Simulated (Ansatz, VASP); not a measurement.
# Sn: VASP beside Ansatz, part 2 of 3

Aim: how closely do two programs agree when they are given the same cell, functional and k mesh? The cell is taken from a series of runs on this material, whose earlier steps may have relaxed, scaled, displaced or heated it; both programs get it as it stands.

VASP 6.6.1 and Ansatz 0.2.0.

So far: Set-up; Ansatz: zone-centre phonons, PBEsol.

## 3. VASP: zone-centre phonons, PBEsol

Level of this step: PBEsol; plane waves and PAW (Sn_d) (VASP).

The same cell, functional, mesh and smearing now go to VASP, with its own data sets.

Lines of VASP's logs that name or quote its potential files are left out, and so is its time.

File INCAR:

```
SYSTEM = Sn
PREC = Accurate
ENCUT = 500
EDIFF = 1E-08
NELM = 120
ISMEAR = 0
SIGMA = 0.015
LREAL = .FALSE.
ALGO = Normal
GGA = PS
NBANDS = 20
LORBIT = 11
LWAVE = .FALSE.
LCHARG = .FALSE.
ISIF = 2
ISYM = 2
IBRION = 8
LASPH = .TRUE.
GGA_COMPAT = .FALSE.
KPAR = 2
```

File POSCAR:

```
Sn
1.0
   -0.1022368688      3.2655203482      3.2655203482
    3.2655203482     -0.1022368688      3.2655203482
    3.2655203482      3.2655203482     -0.1022368688
Sn
2
Direct
    0.4973227170      0.4973227170      0.4973227170
    0.7526772830      0.7526772830      0.7526772830
```

File KPOINTS:

```
Points of the shifted mesh
1728
Reciprocal
 0.0416666667  0.0416666667  0.0416666667 1
 0.0416666667  0.0416666667  0.1250000000 1
 0.0416666667  0.0416666667  0.2083333333 1
 0.0416666667  0.0416666667  0.2916666667 1
 0.0416666667  0.0416666667  0.3750000000 1
 0.0416666667  0.0416666667  0.4583333333 1
 0.0416666667  0.0416666667  0.5416666667 1
 0.0416666667  0.0416666667  0.6250000000 1
 0.0416666667  0.0416666667  0.7083333333 1
 0.0416666667  0.0416666667  0.7916666667 1
 0.0416666667  0.0416666667  0.8750000000 1
 0.0416666667  0.0416666667  0.9583333333 1
 0.0416666667  0.1250000000  0.0416666667 1
 0.0416666667  0.1250000000  0.1250000000 1
 0.0416666667  0.1250000000  0.2083333333 1
 0.0416666667  0.1250000000  0.2916666667 1
 0.0416666667  0.1250000000  0.3750000000 1
 0.0416666667  0.1250000000  0.4583333333 1
 0.0416666667  0.1250000000  0.5416666667 1
 0.0416666667  0.1250000000  0.6250000000 1
 0.0416666667  0.1250000000  0.7083333333 1
 0.0416666667  0.1250000000  0.7916666667 1
 0.0416666667  0.1250000000  0.8750000000 1
 0.0416666667  0.1250000000  0.9583333333 1
 0.0416666667  0.2083333333  0.0416666667 1
 0.0416666667  0.2083333333  0.1250000000 1
 0.0416666667  0.2083333333  0.2083333333 1
 0.0416666667  0.2083333333  0.2916666667 1
 0.0416666667  0.2083333333  0.3750000000 1
 0.0416666667  0.2083333333  0.4583333333 1
 0.0416666667  0.2083333333  0.5416666667 1
 0.0416666667  0.2083333333  0.6250000000 1
 0.0416666667  0.2083333333  0.7083333333 1
 0.0416666667  0.2083333333  0.7916666667 1
 0.0416666667  0.2083333333  0.8750000000 1
 0.0416666667  0.2083333333  0.9583333333 1
 0.0416666667  0.2916666667  0.0416666667 1
 0.0416666667  0.2916666667  0.1250000000 1
 0.0416666667  0.2916666667  0.2083333333 1
 0.0416666667  0.2916666667  0.2916666667 1
 0.0416666667  0.2916666667  0.3750000000 1
 0.0416666667  0.2916666667  0.4583333333 1
 0.0416666667  0.2916666667  0.5416666667 1
 0.0416666667  0.2916666667  0.6250000000 1
 0.0416666667  0.2916666667  0.7083333333 1
 0.0416666667  0.2916666667  0.7916666667 1
 0.0416666667  0.2916666667  0.8750000000 1
 0.0416666667  0.2916666667  0.9583333333 1
 0.0416666667  0.3750000000  0.0416666667 1
 0.0416666667  0.3750000000  0.1250000000 1
 0.0416666667  0.3750000000  0.2083333333 1
 0.0416666667  0.3750000000  0.2916666667 1
 0.0416666667  0.3750000000  0.3750000000 1
 0.0416666667  0.3750000000  0.4583333333 1
 0.0416666667  0.3750000000  0.5416666667 1
 0.0416666667  0.3750000000  0.6250000000 1
 0.0416666667  0.3750000000  0.7083333333 1
 0.0416666667  0.3750000000  0.7916666667 1
 0.0416666667  0.3750000000  0.8750000000 1
 0.0416666667  0.3750000000  0.9583333333 1
 0.0416666667  0.4583333333  0.0416666667 1
 0.0416666667  0.4583333333  0.1250000000 1
 0.0416666667  0.4583333333  0.2083333333 1
 0.0416666667  0.4583333333  0.2916666667 1
 0.0416666667  0.4583333333  0.3750000000 1
 0.0416666667  0.4583333333  0.4583333333 1
 0.0416666667  0.4583333333  0.5416666667 1
 0.0416666667  0.4583333333  0.6250000000 1
 0.0416666667  0.4583333333  0.7083333333 1
 0.0416666667  0.4583333333  0.7916666667 1
 0.0416666667  0.4583333333  0.8750000000 1
 0.0416666667  0.4583333333  0.9583333333 1
 0.0416666667  0.5416666667  0.0416666667 1
 0.0416666667  0.5416666667  0.1250000000 1
 0.0416666667  0.5416666667  0.2083333333 1
 0.0416666667  0.5416666667  0.2916666667 1
 0.0416666667  0.5416666667  0.3750000000 1
 0.0416666667  0.5416666667  0.4583333333 1
 0.0416666667  0.5416666667  0.5416666667 1
 0.0416666667  0.5416666667  0.6250000000 1
 0.0416666667  0.5416666667  0.7083333333 1
 0.0416666667  0.5416666667  0.7916666667 1
 0.0416666667  0.5416666667  0.8750000000 1
 0.0416666667  0.5416666667  0.9583333333 1
 0.0416666667  0.6250000000  0.0416666667 1
 0.0416666667  0.6250000000  0.1250000000 1
 0.0416666667  0.6250000000  0.2083333333 1
 0.0416666667  0.6250000000  0.2916666667 1
 0.0416666667  0.6250000000  0.3750000000 1
 0.0416666667  0.6250000000  0.4583333333 1
 0.0416666667  0.6250000000  0.5416666667 1
 0.0416666667  0.6250000000  0.6250000000 1
 0.0416666667  0.6250000000  0.7083333333 1
 0.0416666667  0.6250000000  0.7916666667 1
 0.0416666667  0.6250000000  0.8750000000 1
 0.0416666667  0.6250000000  0.9583333333 1
 0.0416666667  0.7083333333  0.0416666667 1
 0.0416666667  0.7083333333  0.1250000000 1
 0.0416666667  0.7083333333  0.2083333333 1
 0.0416666667  0.7083333333  0.2916666667 1
 0.0416666667  0.7083333333  0.3750000000 1
 0.0416666667  0.7083333333  0.4583333333 1
 0.0416666667  0.7083333333  0.5416666667 1
 0.0416666667  0.7083333333  0.6250000000 1
 0.0416666667  0.7083333333  0.7083333333 1
 0.0416666667  0.7083333333  0.7916666667 1
 0.0416666667  0.7083333333  0.8750000000 1
 0.0416666667  0.7083333333  0.9583333333 1
 0.0416666667  0.7916666667  0.0416666667 1
 0.0416666667  0.7916666667  0.1250000000 1
 0.0416666667  0.7916666667  0.2083333333 1
 0.0416666667  0.7916666667  0.2916666667 1
[... 1390 lines left out ...]
 0.8750000000  0.4583333333  0.1250000000 1
 0.8750000000  0.4583333333  0.2083333333 1
 0.8750000000  0.4583333333  0.2916666667 1
 0.8750000000  0.4583333333  0.3750000000 1
 0.8750000000  0.4583333333  0.4583333333 1
 0.8750000000  0.4583333333  0.5416666667 1
 0.8750000000  0.4583333333  0.6250000000 1
 0.8750000000  0.4583333333  0.7083333333 1
 0.8750000000  0.4583333333  0.7916666667 1
 0.8750000000  0.4583333333  0.8750000000 1
 0.8750000000  0.4583333333  0.9583333333 1
 0.8750000000  0.5416666667  0.0416666667 1
 0.8750000000  0.5416666667  0.1250000000 1
 0.8750000000  0.5416666667  0.2083333333 1
 0.8750000000  0.5416666667  0.2916666667 1
 0.8750000000  0.5416666667  0.3750000000 1
 0.8750000000  0.5416666667  0.4583333333 1
 0.8750000000  0.5416666667  0.5416666667 1
 0.8750000000  0.5416666667  0.6250000000 1
 0.8750000000  0.5416666667  0.7083333333 1
 0.8750000000  0.5416666667  0.7916666667 1
 0.8750000000  0.5416666667  0.8750000000 1
 0.8750000000  0.5416666667  0.9583333333 1
 0.8750000000  0.6250000000  0.0416666667 1
 0.8750000000  0.6250000000  0.1250000000 1
 0.8750000000  0.6250000000  0.2083333333 1
 0.8750000000  0.6250000000  0.2916666667 1
 0.8750000000  0.6250000000  0.3750000000 1
 0.8750000000  0.6250000000  0.4583333333 1
 0.8750000000  0.6250000000  0.5416666667 1
 0.8750000000  0.6250000000  0.6250000000 1
 0.8750000000  0.6250000000  0.7083333333 1
 0.8750000000  0.6250000000  0.7916666667 1
 0.8750000000  0.6250000000  0.8750000000 1
 0.8750000000  0.6250000000  0.9583333333 1
 0.8750000000  0.7083333333  0.0416666667 1
 0.8750000000  0.7083333333  0.1250000000 1
 0.8750000000  0.7083333333  0.2083333333 1
 0.8750000000  0.7083333333  0.2916666667 1
 0.8750000000  0.7083333333  0.3750000000 1
 0.8750000000  0.7083333333  0.4583333333 1
 0.8750000000  0.7083333333  0.5416666667 1
 0.8750000000  0.7083333333  0.6250000000 1
 0.8750000000  0.7083333333  0.7083333333 1
 0.8750000000  0.7083333333  0.7916666667 1
 0.8750000000  0.7083333333  0.8750000000 1
 0.8750000000  0.7083333333  0.9583333333 1
 0.8750000000  0.7916666667  0.0416666667 1
 0.8750000000  0.7916666667  0.1250000000 1
 0.8750000000  0.7916666667  0.2083333333 1
 0.8750000000  0.7916666667  0.2916666667 1
 0.8750000000  0.7916666667  0.3750000000 1
 0.8750000000  0.7916666667  0.4583333333 1
 0.8750000000  0.7916666667  0.5416666667 1
 0.8750000000  0.7916666667  0.6250000000 1
 0.8750000000  0.7916666667  0.7083333333 1
 0.8750000000  0.7916666667  0.7916666667 1
 0.8750000000  0.7916666667  0.8750000000 1
 0.8750000000  0.7916666667  0.9583333333 1
 0.8750000000  0.8750000000  0.0416666667 1
 0.8750000000  0.8750000000  0.1250000000 1
 0.8750000000  0.8750000000  0.2083333333 1
 0.8750000000  0.8750000000  0.2916666667 1
 0.8750000000  0.8750000000  0.3750000000 1
 0.8750000000  0.8750000000  0.4583333333 1
 0.8750000000  0.8750000000  0.5416666667 1
 0.8750000000  0.8750000000  0.6250000000 1
 0.8750000000  0.8750000000  0.7083333333 1
 0.8750000000  0.8750000000  0.7916666667 1
 0.8750000000  0.8750000000  0.8750000000 1
 0.8750000000  0.8750000000  0.9583333333 1
 0.8750000000  0.9583333333  0.0416666667 1
 0.8750000000  0.9583333333  0.1250000000 1
 0.8750000000  0.9583333333  0.2083333333 1
 0.8750000000  0.9583333333  0.2916666667 1
 0.8750000000  0.9583333333  0.3750000000 1
 0.8750000000  0.9583333333  0.4583333333 1
 0.8750000000  0.9583333333  0.5416666667 1
 0.8750000000  0.9583333333  0.6250000000 1
 0.8750000000  0.9583333333  0.7083333333 1
 0.8750000000  0.9583333333  0.7916666667 1
 0.8750000000  0.9583333333  0.8750000000 1
 0.8750000000  0.9583333333  0.9583333333 1
 0.9583333333  0.0416666667  0.0416666667 1
 0.9583333333  0.0416666667  0.1250000000 1
 0.9583333333  0.0416666667  0.2083333333 1
 0.9583333333  0.0416666667  0.2916666667 1
 0.9583333333  0.0416666667  0.3750000000 1
 0.9583333333  0.0416666667  0.4583333333 1
 0.9583333333  0.0416666667  0.5416666667 1
 0.9583333333  0.0416666667  0.6250000000 1
 0.9583333333  0.0416666667  0.7083333333 1
 0.9583333333  0.0416666667  0.7916666667 1
 0.9583333333  0.0416666667  0.8750000000 1
 0.9583333333  0.0416666667  0.9583333333 1
 0.9583333333  0.1250000000  0.0416666667 1
 0.9583333333  0.1250000000  0.1250000000 1
 0.9583333333  0.1250000000  0.2083333333 1
 0.9583333333  0.1250000000  0.2916666667 1
 0.9583333333  0.1250000000  0.3750000000 1
 0.9583333333  0.1250000000  0.4583333333 1
 0.9583333333  0.1250000000  0.5416666667 1
 0.9583333333  0.1250000000  0.6250000000 1
 0.9583333333  0.1250000000  0.7083333333 1
 0.9583333333  0.1250000000  0.7916666667 1
 0.9583333333  0.1250000000  0.8750000000 1
 0.9583333333  0.1250000000  0.9583333333 1
 0.9583333333  0.2083333333  0.0416666667 1
 0.9583333333  0.2083333333  0.1250000000 1
 0.9583333333  0.2083333333  0.2083333333 1
 0.9583333333  0.2083333333  0.2916666667 1
 0.9583333333  0.2083333333  0.3750000000 1
 0.9583333333  0.2083333333  0.4583333333 1
 0.9583333333  0.2083333333  0.5416666667 1
 0.9583333333  0.2083333333  0.6250000000 1
 0.9583333333  0.2083333333  0.7083333333 1
 0.9583333333  0.2083333333  0.7916666667 1
 0.9583333333  0.2083333333  0.8750000000 1
 0.9583333333  0.2083333333  0.9583333333 1
 0.9583333333  0.2916666667  0.0416666667 1
 0.9583333333  0.2916666667  0.1250000000 1
 0.9583333333  0.2916666667  0.2083333333 1
 0.9583333333  0.2916666667  0.2916666667 1
 0.9583333333  0.2916666667  0.3750000000 1
 0.9583333333  0.2916666667  0.4583333333 1
 0.9583333333  0.2916666667  0.5416666667 1
 0.9583333333  0.2916666667  0.6250000000 1
 0.9583333333  0.2916666667  0.7083333333 1
 0.9583333333  0.2916666667  0.7916666667 1
 0.9583333333  0.2916666667  0.8750000000 1
 0.9583333333  0.2916666667  0.9583333333 1
 0.9583333333  0.3750000000  0.0416666667 1
 0.9583333333  0.3750000000  0.1250000000 1
 0.9583333333  0.3750000000  0.2083333333 1
 0.9583333333  0.3750000000  0.2916666667 1
 0.9583333333  0.3750000000  0.3750000000 1
 0.9583333333  0.3750000000  0.4583333333 1
 0.9583333333  0.3750000000  0.5416666667 1
 0.9583333333  0.3750000000  0.6250000000 1
 0.9583333333  0.3750000000  0.7083333333 1
 0.9583333333  0.3750000000  0.7916666667 1
 0.9583333333  0.3750000000  0.8750000000 1
 0.9583333333  0.3750000000  0.9583333333 1
 0.9583333333  0.4583333333  0.0416666667 1
 0.9583333333  0.4583333333  0.1250000000 1
 0.9583333333  0.4583333333  0.2083333333 1
 0.9583333333  0.4583333333  0.2916666667 1
 0.9583333333  0.4583333333  0.3750000000 1
 0.9583333333  0.4583333333  0.4583333333 1
 0.9583333333  0.4583333333  0.5416666667 1
 0.9583333333  0.4583333333  0.6250000000 1
 0.9583333333  0.4583333333  0.7083333333 1
 0.9583333333  0.4583333333  0.7916666667 1
 0.9583333333  0.4583333333  0.8750000000 1
 0.9583333333  0.4583333333  0.9583333333 1
 0.9583333333  0.5416666667  0.0416666667 1
 0.9583333333  0.5416666667  0.1250000000 1
 0.9583333333  0.5416666667  0.2083333333 1
 0.9583333333  0.5416666667  0.2916666667 1
 0.9583333333  0.5416666667  0.3750000000 1
 0.9583333333  0.5416666667  0.4583333333 1
 0.9583333333  0.5416666667  0.5416666667 1
 0.9583333333  0.5416666667  0.6250000000 1
 0.9583333333  0.5416666667  0.7083333333 1
 0.9583333333  0.5416666667  0.7916666667 1
 0.9583333333  0.5416666667  0.8750000000 1
 0.9583333333  0.5416666667  0.9583333333 1
 0.9583333333  0.6250000000  0.0416666667 1
 0.9583333333  0.6250000000  0.1250000000 1
 0.9583333333  0.6250000000  0.2083333333 1
 0.9583333333  0.6250000000  0.2916666667 1
 0.9583333333  0.6250000000  0.3750000000 1
 0.9583333333  0.6250000000  0.4583333333 1
 0.9583333333  0.6250000000  0.5416666667 1
 0.9583333333  0.6250000000  0.6250000000 1
 0.9583333333  0.6250000000  0.7083333333 1
 0.9583333333  0.6250000000  0.7916666667 1
 0.9583333333  0.6250000000  0.8750000000 1
 0.9583333333  0.6250000000  0.9583333333 1
 0.9583333333  0.7083333333  0.0416666667 1
 0.9583333333  0.7083333333  0.1250000000 1
 0.9583333333  0.7083333333  0.2083333333 1
 0.9583333333  0.7083333333  0.2916666667 1
 0.9583333333  0.7083333333  0.3750000000 1
 0.9583333333  0.7083333333  0.4583333333 1
 0.9583333333  0.7083333333  0.5416666667 1
 0.9583333333  0.7083333333  0.6250000000 1
 0.9583333333  0.7083333333  0.7083333333 1
 0.9583333333  0.7083333333  0.7916666667 1
 0.9583333333  0.7083333333  0.8750000000 1
 0.9583333333  0.7083333333  0.9583333333 1
 0.9583333333  0.7916666667  0.0416666667 1
 0.9583333333  0.7916666667  0.1250000000 1
 0.9583333333  0.7916666667  0.2083333333 1
 0.9583333333  0.7916666667  0.2916666667 1
 0.9583333333  0.7916666667  0.3750000000 1
 0.9583333333  0.7916666667  0.4583333333 1
 0.9583333333  0.7916666667  0.5416666667 1
 0.9583333333  0.7916666667  0.6250000000 1
 0.9583333333  0.7916666667  0.7083333333 1
 0.9583333333  0.7916666667  0.7916666667 1
 0.9583333333  0.7916666667  0.8750000000 1
 0.9583333333  0.7916666667  0.9583333333 1
 0.9583333333  0.8750000000  0.0416666667 1
 0.9583333333  0.8750000000  0.1250000000 1
 0.9583333333  0.8750000000  0.2083333333 1
 0.9583333333  0.8750000000  0.2916666667 1
 0.9583333333  0.8750000000  0.3750000000 1
 0.9583333333  0.8750000000  0.4583333333 1
 0.9583333333  0.8750000000  0.5416666667 1
 0.9583333333  0.8750000000  0.6250000000 1
 0.9583333333  0.8750000000  0.7083333333 1
 0.9583333333  0.8750000000  0.7916666667 1
 0.9583333333  0.8750000000  0.8750000000 1
 0.9583333333  0.8750000000  0.9583333333 1
 0.9583333333  0.9583333333  0.0416666667 1
 0.9583333333  0.9583333333  0.1250000000 1
 0.9583333333  0.9583333333  0.2083333333 1
 0.9583333333  0.9583333333  0.2916666667 1
 0.9583333333  0.9583333333  0.3750000000 1
 0.9583333333  0.9583333333  0.4583333333 1
 0.9583333333  0.9583333333  0.5416666667 1
 0.9583333333  0.9583333333  0.6250000000 1
 0.9583333333  0.9583333333  0.7083333333 1
 0.9583333333  0.9583333333  0.7916666667 1
 0.9583333333  0.9583333333  0.8750000000 1
 0.9583333333  0.9583333333  0.9583333333 1
```

The projector-augmented-wave data sets are Sn_d (PBE family, release 64).

The run is started by

```sh
$ mpirun -np 2 vasp_std
```

The log of the run:

```text
[banner, memory and clock lines left out]
running    2 mpi-ranks, on    1 nodes
 distrk:  each k-point on    1 cores,    2 groups
 distr:  one band on    1 cores,    1 groups

 POSCAR found type information on POSCAR Sn
 POSCAR found :  1 types and       2 ions
|                                                                             |
|               ----> ADVICE to this user running VASP <----                  |
|                                                                             |
|     You enforced a specific xc type in the INCAR file but a different       |
|     [... a line on the potential file left out ...]
|     I HOPE YOU KNOW WHAT YOU ARE DOING!                                     |
|                                                                             |

 LDA part: xc-table for (Slater+PW92), standard interpolation
 POSCAR, INCAR and KPOINTS ok, starting setup
 FFT: planning ... GRIDC
 FFT: planning ... GRID_SOFT
 FFT: planning ... GRID
 WAVECAR not read
 entering main loop
       N       E                     dE             d eps       ncg     rms          rms(c)
DAV:   1     0.219704692314E+03    0.21970E+03   -0.14732E+04 69560   0.194E+03
DAV:   2     0.147119420167E+02   -0.20499E+03   -0.20131E+03 69308   0.435E+02
DAV:   3    -0.777164497526E+01   -0.22484E+02   -0.22349E+02 79024   0.141E+02
DAV:   4    -0.849703903053E+01   -0.72539E+00   -0.72500E+00 78332   0.287E+01
DAV:   5    -0.852235656634E+01   -0.25318E-01   -0.25317E-01 94392   0.523E+00    0.296E+00
DAV:   6    -0.846165926812E+01    0.60697E-01   -0.42659E-02 93380   0.272E+00    0.168E+00
DAV:   7    -0.843276252200E+01    0.28897E-01   -0.51084E-02 76812   0.255E+00    0.165E-01
DAV:   8    -0.843358736950E+01   -0.82485E-03   -0.70288E-03 75972   0.100E+00    0.549E-02
DAV:   9    -0.843383711752E+01   -0.24975E-03   -0.32597E-04 86596   0.133E-01    0.192E-02
DAV:  10    -0.843387496415E+01   -0.37847E-04   -0.45619E-05 76944   0.591E-02    0.536E-03
DAV:  11    -0.843387781527E+01   -0.28511E-05   -0.44818E-06 82388   0.159E-02    0.211E-03
DAV:  12    -0.843387802884E+01   -0.21357E-06   -0.78955E-07 79200   0.655E-03    0.718E-04
DAV:  13    -0.843387802143E+01    0.74078E-08   -0.51935E-08 67916   0.152E-03
   1 F= -.84338780E+01 E0= -.84338780E+01  d E =-.186135E-08
 Linear response reoptimize wavefunctions to high precision
DAV:   1    -0.843387806412E+01   -0.42692E-07   -0.16543E-08 78660   0.139E-03
DAV:   2    -0.843387806419E+01   -0.70031E-10   -0.58966E-10 44316   0.226E-04
 Linear response DOF=           1
 Linear response progress:
  Degree of freedom:   1/  1
       N       E                     dE             d eps       ncg     rms          rms(c)
RMM:   1    -0.214433985864E+00   -0.21443E+00    0.52100E-01 86730   0.987E+00
RMM:   2    -0.221051102805E+00   -0.66171E-02   -0.19515E-02121206   0.114E+00    0.655E-02
RMM:   3    -0.221160803288E+00   -0.10970E-03   -0.15819E-03127868   0.318E-01    0.298E-02
RMM:   4    -0.221023009858E+00    0.13779E-03   -0.11357E-04125806   0.965E-02    0.109E-02
RMM:   5    -0.220995921752E+00    0.27088E-04   -0.15429E-05129652   0.323E-02    0.410E-03
RMM:   6    -0.220996883541E+00   -0.96179E-06   -0.10530E-06129850   0.925E-03    0.169E-03
RMM:   7    -0.220996971425E+00   -0.87884E-07   -0.24202E-07127490   0.325E-03    0.399E-04
RMM:   8    -0.220994534897E+00    0.24365E-05   -0.60555E-08131195   0.118E-03    0.226E-04
RMM:   9    -0.220993461036E+00    0.10739E-05   -0.39396E-08131085   0.464E-04    0.450E-05
RMM:  10    -0.220993709441E+00   -0.24840E-06    0.18418E-08138637   0.186E-04    0.210E-05
RMM:  11    -0.220993711845E+00   -0.24048E-08    0.16391E-09132560   0.914E-05    0.497E-06
 first order change of Fermi-energy  -0.25209E+00
 force on displaced ion       1 direction 1 :  -6.919  -0.184  -0.184
 Linear response finished
```

[end of part 2 of 3]

[Lines on the potential files, build, host, timing and source positions are cut from VASP's logs without a mark.]

[Logs are printed without paths, hosts, clocks, repeated set-up lines and the standing remarks that a program may print on its own settings, such as how far it seeks lower states.]

[Hosts, paths, dates, database ids (printed as entryN), source tags and the programs' standing remarks are cut or masked in the printed files.]
